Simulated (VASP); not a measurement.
# Hf3Be (I4/mmm) in VASP: equation of state, part 2 of 2

VASP 6.6.1.

### 5 Equation of state, PBE, 19.43 Å³/atom (volume scaled by 1.02)

The input, INCAR:

```
SYSTEM = Hf3Be
ALGO = Normal ; EDIFF = 1E-7
ENCUT = 520 ; GGA = PE
ISIF = 2 ; ISMEAR = -1
LASPH = .True. ; LCHARG = .False.
LREAL = .False. ; LWAVE = .False.
NBANDS = 24 ; NELM = 100
PREC = Accurate ; SIGMA = 0.05
```

The input, KPOINTS:

```
k-points
0
Gamma
  9 9 9
  0 0 0
```

The input, POSCAR:

```
Hf3Be
1.0
   -2.1058547084      2.1058547084      4.3818749594
    2.1058547084     -2.1058547084      4.3818749594
    2.1058547084      2.1058547084     -4.3818749594
Hf Be
3 1
Direct
    0.5000000000      0.5000000000      0.0000000000
    0.2500000000      0.7500000000      0.5000000000
    0.7500000000      0.2500000000      0.5000000000
    0.0000000000      0.0000000000      0.0000000000
```

Potentials or basis: VASP PAW PBE potentials, release 64 (Hf_pv, Be).

Started as:

```bash
cat potpaw_PBE.64/Hf_pv/POTCAR potpaw_PBE.64/Be/POTCAR > POTCAR
mpirun -np 1 vasp_std > vasp.out
```

OUTCAR:

```text
SYSTEM = Hf3Be
   EDIFF = 1E-7
   ENCUT = 520
   GGA = PE
   ISIF = 2
   ISMEAR = -1
   LASPH = .True.
   LREAL = .False.
   NELM = 100
   PREC = Accurate

 Found     75 irreducible k-points:

 Following reciprocal coordinates:
            Coordinates               Weight
  0.000000  0.000000  0.000000      1.000000
  0.111111  0.000000 -0.000000      8.000000
  0.222222  0.000000 -0.000000      8.000000
  0.333333  0.000000 -0.000000      8.000000
  0.444444  0.000000 -0.000000      8.000000
  0.111111  0.111111 -0.000000      8.000000
   k-points           NKPTS =     75   k-points in BZ     NKDIM =     75   number of bands    NBANDS=     24
   number of dos      NEDOS =    301   number of ions     NIONS =      4
   total plane-waves  NPLWV =  64000
   dimension x,y,z NGX =    40 NGY =   40 NGZ =   40
   dimension x,y,z NGXF=    80 NGYF=   80 NGZF=   80
   ions per type =               3   1
   NGX,Y,Z   is equivalent  to a cutoff of  12.55, 12.55, 12.55 a.u.
   NGXF,Y,Z  is equivalent  to a cutoff of  25.10, 25.10, 25.10 a.u.
 SYSTEM =  Hf3Be
   PREC   = accura    normal or accurate (medium, high low for compatibility)
   ISTART =      0    job   : 0-new  1-cont  2-samecut
   ICHARG =      2    charge: 1-file 2-atom 10-const
   ISPIN  =      1    spin polarized calculation?
   LNONCOLLINEAR =      F non collinear calculations
   LSORBIT =      F    spin-orbit coupling
   LASPH  =      T    aspherical Exc in radial PAW
   ENCUT  =  520.0 eV  38.22 Ry    6.18 a.u.   9.85  9.85  9.85*2*pi/ulx,y,z
   NELM   =    100;   NELMIN=  2; NELMDL= -5     # of ELM steps
   EDIFF  = 0.1E-06   stopping-criterion for ELM
   LREAL  =      F    real-space projection
   EDIFFG = 0.1E-05   stopping-criterion for IOM
   NSW    =      0    number of steps for IOM
   IBRION =     -1    ionic relax: 0-MD 1-quasi-New 2-CG
   NFREE  =      0    steps in history (QN), initial steepest desc. (CG)
   ISIF   =      2    stress and relaxation
   ISYM   =      2    0-nonsym 1-usesym 2-fastsym
   POTIM  = 0.5000    time-step for ionic-motion
   TEBEG  =    0.0;   TEEND  =   0.0 temperature during run
   PSTRESS=    0.0 pullay stress
   NELECT =      32.0000    total number of electrons
   NUPDOWN=      -1.0000    fix difference up-down
   EMIN   =  10.00;   EMAX   =-10.00  energy-range for DOS
   EFERMI =   0.00;   METHOD = LEGACY
   ISMEAR =    -1;   SIGMA  =   0.05  broadening in eV -4-tet -1-fermi 0-gaus
   EFERMI_NEDOS =   21; number of points for ismear=-14 and -15
   IALGO  =     38    algorithm
   IMIX   =      4    mixing-type and parameters
     AMIX     =   0.40;   BMIX     =  1.00
     AMIX_MAG =   1.60;   BMIX_MAG =  1.00
  volume/ion in A,a.u.               =      19.43       131.13
  Fermi-wavevector in a.u.,A,eV,Ry     =   1.217865  2.301432 20.180103  1.483196
  Thomas-Fermi vector in A             =   2.353171
   LORBIT       =      0    0 simple, 1 ext, 2 COOP (PROOUT), +10 PAW based schemes
   GGA     = PE    functional components
   LHFCALC =     F    Hartree Fock is set to
   AEXX    =    0.0000 exact exchange contribution
   IVDW    =     0    specifies the selected vdW correction
   LEPSILON=     F    determine dielectric tensor
   LRPA    =     F    only Hartree local field effects (RPA)
 non-spin polarized calculation
  energy-cutoff  :      520.00
  volume of cell :       77.73
 maximum number of plane-waves:      2106
   NGX = 19   NGY = 19   NGZ = 19

 number of electron      31.9999999 magnetization

 Free energy of the ion-electron system (eV)
  ---------------------------------------------------
  ext. energy  EPLUGINS =         0.00000000
  ---------------------------------------------------
  free energy    TOTEN  =       -33.11635406 eV

  energy without entropy =      -33.09941035  energy(sigma->0) =      -33.10788220

 E-fermi :   4.4824     XC(G=0): -11.0427

 val. band max:        4.4797732722   @ k =  -0.1111   0.1111   0.1111
 cond. band min:       4.5028992013   @ k =   0.1111   0.0000  -0.0000
 fundamental gap:      0.0231259291
 Fermi energy:         4.4823563833

 k-point     1 :       0.0000    0.0000    0.0000
  band No.  band energies     occupation
      1     -26.1523      2.00000
      2     -26.0223      2.00000
      3     -26.0223      2.00000
      4     -25.7939      2.00000
      5     -25.7939      2.00000
      6     -25.6460      2.00000
[... 16 lines left out ...]
     23       9.0924      0.00000
     24       9.0924      0.00000

 k-point     2 :       0.1111    0.0000   -0.0000
  band No.  band energies     occupation
      1     -26.1518      2.00000
      2     -26.0101      2.00000
      3     -25.9999      2.00000
      4     -25.8178      2.00000
      5     -25.7895      2.00000
      6     -25.6167      2.00000
[... 16 lines left out ...]
     23       8.8283      0.00000
     24       9.1780      0.00000

 k-point     3 :       0.2222    0.0000   -0.0000
  band No.  band energies     occupation
      1     -26.1341      2.00000
      2     -25.9778      2.00000
      3     -25.9742      2.00000
      4     -25.8280      2.00000
      5     -25.7750      2.00000
      6     -25.5704      2.00000
[... 16 lines left out ...]
     23       8.6069      0.00000
     24       9.2626      0.00000

 k-point     4 :       0.3333    0.0000   -0.0000
  band No.  band energies     occupation
      1     -26.0936      2.00000
      2     -25.9771      2.00000
      3     -25.9389      2.00000
      4     -25.7808      2.00000
      5     -25.7471      2.00000
      6     -25.5829      2.00000
[... 16 lines left out ...]
     23       8.3781      0.00000
     24       8.4186      0.00000

 k-point     5 :       0.4444    0.0000   -0.0000
  band No.  band energies     occupation
      1     -26.0694      2.00000
      2     -25.9464      2.00000
      3     -25.9134      2.00000
      4     -25.7332      2.00000
      5     -25.7101      2.00000
      6     -25.7025      2.00000
[... 16 lines left out ...]
     23       7.9621      0.00000
     24       7.9874      0.00000

 k-point     6 :       0.1111    0.1111   -0.0000
  band No.  band energies     occupation
      1     -26.1506      2.00000
      2     -26.0250      2.00000
      3     -25.9751      2.00000
      4     -25.8148      2.00000
      5     -25.7672      2.00000
      6     -25.5939      2.00000
[... 16 lines left out ...]
     23       8.6045      0.00000
     24       9.1340      0.00000

 [... further k-points ...]

------------------------ aborting loop because EDIFF is reached ----------------------------------------

  FORCE on cell =-STRESS in cart. coord.  units (eV):
  Direction    XX          YY          ZZ          XY          YZ          ZX
  --------------------------------------------------------------------------------------
  -------------------------------------------------------------------------------------
  Total       -1.1944785     -1.1944785     -0.8640378      0.0000000      0.0000000      0.0000000
  in kB      -24.6213652    -24.6213652    -17.8101083      0.0000000      0.0000000      0.0000000
  external PRESSURE =     -22.3509462 kB  Pullay stress =       0.0000000 kB

 VOLUME and BASIS-vectors are now :
 -----------------------------------------------------------------------------
  energy-cutoff  :      520.00
  volume of cell :       77.73
      direct lattice vectors                 reciprocal lattice vectors
    -2.105854708  2.105854708  4.381874959     0.000000000  0.237433284  0.114106405
     2.105854708 -2.105854708  4.381874959     0.237433284  0.000000000  0.114106405
     2.105854708  2.105854708 -4.381874959     0.237433284  0.237433284  0.000000000

 POSITION                                       TOTAL-FORCE (eV/Angst)
 -----------------------------------------------------------------------------------
      0.00000      0.00000      4.38187         0.000000      0.000000      0.000000
      2.10585      0.00000      2.19094        -0.000000      0.000000     -0.000000
      0.00000      2.10585      2.19094         0.000000     -0.000000      0.000000
      0.00000      0.00000      0.00000         0.000000      0.000000      0.000000
 -----------------------------------------------------------------------------------
    total drift:                                0.000000     -0.000000      0.000000

  FREE ENERGIE OF THE ION-ELECTRON SYSTEM (eV)
  ---------------------------------------------------
  free  energy   TOTEN  =       -33.1163540563 eV

  energy  without entropy=      -33.0994103511  energy(sigma->0) =      -33.10788220
```

OSZICAR:

```text
N       E                     dE             d eps       ncg     rms          rms(c)
DAV:   1     0.104421434694E+03    0.10442E+03   -0.17391E+04  3608   0.126E+03
DAV:   2    -0.284681864319E+02   -0.13289E+03   -0.12507E+03  4224   0.297E+02
DAV:   3    -0.343744470874E+02   -0.59063E+01   -0.55392E+01  5040   0.417E+01
DAV:   4    -0.344968065134E+02   -0.12236E+00   -0.12204E+00  4288   0.618E+00
DAV:   5    -0.345002961357E+02   -0.34896E-02   -0.34885E-02  5128   0.883E-01    0.694E+01
DAV:   6    -0.333064482673E+02    0.11938E+01   -0.25880E+00  4232   0.680E+00    0.435E+01
DAV:   7    -0.331552813702E+02    0.15117E+00   -0.14172E+00  4672   0.610E+00    0.291E+00
DAV:   8    -0.331170907843E+02    0.38191E-01   -0.16609E-01  4304   0.185E+00    0.132E+00
DAV:   9    -0.331165184507E+02    0.57233E-03   -0.12540E-02  4720   0.631E-01    0.652E-01
DAV:  10    -0.331163506274E+02    0.16782E-03   -0.57206E-04  4360   0.119E-01    0.563E-02
DAV:  11    -0.331163544502E+02   -0.38228E-05   -0.33308E-05  4720   0.353E-02    0.298E-02
DAV:  12    -0.331163548298E+02   -0.37958E-06   -0.42936E-06  4352   0.145E-02    0.222E-02
DAV:  13    -0.331163539891E+02    0.84065E-06   -0.13002E-06  4640   0.541E-03    0.793E-03
DAV:  14    -0.331163540563E+02   -0.67183E-07   -0.60872E-08  2896   0.153E-03
   1 F= -.33116354E+02 E0= -.33107882E+02  d E =-.169437E-01
```

It took 2.9 min on 1 thread of Intel Xeon Platinum 8488C (Sapphire Rapids), shared host; peak memory 0.3 GiB.

Results:

- Free energy: -33.1164 eV
- Pressure: -2.2 GPa
- Band gap on the k mesh: none (metal or under the smearing width)

### 6 Equation of state, PBE, 19.81 Å³/atom (volume scaled by 1.04)

The input, INCAR:

```
  ALGO = Normal
  EDIFF = 1E-7
  ENCUT = 520
  GGA = PE
  ISIF = 2
  ISMEAR = -1
  LASPH = True
  LCHARG = False
  LREAL = False
  LWAVE = False
  NBANDS = 24
  NELM = 80
  PREC = Accurate
  SIGMA = 0.05
```

The input, KPOINTS:

```
k-points
0
Gamma
  9 9 9
```

The input, POSCAR:

```
Hf3Be
1.0
   -2.1195294728      2.1195294728      4.4103294902
    2.1195294728     -2.1195294728      4.4103294902
    2.1195294728      2.1195294728     -4.4103294902
Hf Be
3 1
Direct
    0.5000000000      0.5000000000      0.0000000000
    0.2500000000      0.7500000000      0.5000000000
    0.7500000000      0.2500000000      0.5000000000
    0.0000000000      0.0000000000      0.0000000000
```

Potentials or basis: VASP PAW PBE potentials, release 64 (Hf_pv, Be).

Started as:

```bash
cat potpaw_PBE.64/Hf_pv/POTCAR potpaw_PBE.64/Be/POTCAR > POTCAR
mpirun -np 1 vasp_std > vasp.out
```

Wall time 3 min (1 thread of Intel Xeon Platinum 8488C (Sapphire Rapids), shared host); peak memory 0.31 GiB.

Results (log left out):

| Item | Value |
| --- | --- |
| Free energy | -33.0866 eV |
| Pressure | -4.0 GPa |
| Band gap on the k mesh | none (metal or under the smearing width) |

### 7 Equation of state, PBE, 20.19 Å³/atom (volume scaled by 1.06)

The input, INCAR:

```
ALGO = Normal
EDIFF = 1E-7
ENCUT = 520
GGA = PE
ISIF = 2
ISMEAR = -1
LASPH = T
LCHARG = F
LREAL = F
LWAVE = F
NBANDS = 24
NELM = 80
PREC = Accurate
SIGMA = 0.05
```

KPOINTS is that of step 6.

The input, POSCAR:

```
Hf3Be
1.0
   -2.1330300245      2.1330300245      4.4384215182
    2.1330300245     -2.1330300245      4.4384215182
    2.1330300245      2.1330300245     -4.4384215182
Hf Be
3 1
Direct
    0.5000000000      0.5000000000      0.0000000000
    0.2500000000      0.7500000000      0.5000000000
    0.7500000000      0.2500000000      0.5000000000
    0.0000000000      0.0000000000      0.0000000000
```

Started as:

```bash
cat potpaw_PBE.64/Hf_pv/POTCAR potpaw_PBE.64/Be/POTCAR > POTCAR
mpirun -np 1 vasp_std > vasp.out
```

Run time: 2.9 min. Hardware: 1 thread of Intel Xeon Platinum 8488C (Sapphire Rapids), shared host; peak memory 0.31 GiB.

Results (log left out):

```yaml
Free_energy: -33.0405 eV
Pressure: -5.7 GPa
Band_gap_on_the_k_mesh: none (metal or under the smearing width)
```

### 8 Equation of state, PBE

No new run: the results of the series are fitted here.

What came out:

- Equilibrium volume: 19.00 Å³/atom
- Bulk modulus at fixed shape and positions: 103 GPa
- Pressure derivative of the bulk modulus: 3.5

Energy against volume, from the lowest point:
```csv
volume (Å³/atom),energy (meV/atom)
17.908,22.25
18.289,9.15
18.670,1.90
19.051,0.00
19.432,2.97
19.813,10.41
20.194,21.93
```

Caveat: the cell was scaled at fixed shape and fractional positions, which overstates the stiffness of a crystal with free parameters, most of all of layers and chains.
